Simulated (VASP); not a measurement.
Data:

```xyz
2
Lattice="1.6918 -3.0524 0.0000 1.6918 3.0524 0.0000 0.0000 0.0000 5.4187" Properties=species:S:1:pos:R:3 pbc="T T T"
Er     1.6918     0.9980     1.3547
Er     1.6918    -0.9980     4.0640
```

Method: PBEsol GGA, VASP's PBE PAW potentials (set 64) (plane waves; VASP 6.6.1). Run with 480 eV cut-off, 12×12×6 Γ-centred mesh, first-order Methfessel-Paxton smearing of 0.10 eV, potentials Er_3.

The 4f electrons are frozen in the core of the lanthanide potential, so 4f levels, which can set the real gap, and their magnetism are missing.

**Question.** Give the stress tensor in GPa (positive for a compressed cell).

**Answer.** 
```
3.80  0.00  0.00
0.00  0.99  0.00
0.00  0.00  1.38
```
The pressure is its mean diagonal, 2.06 GPa.

The compound is Er in the hcp structure. This cell was strained or had an atom moved on purpose. Symmetry was kept, so distortions that lower it aren't found.
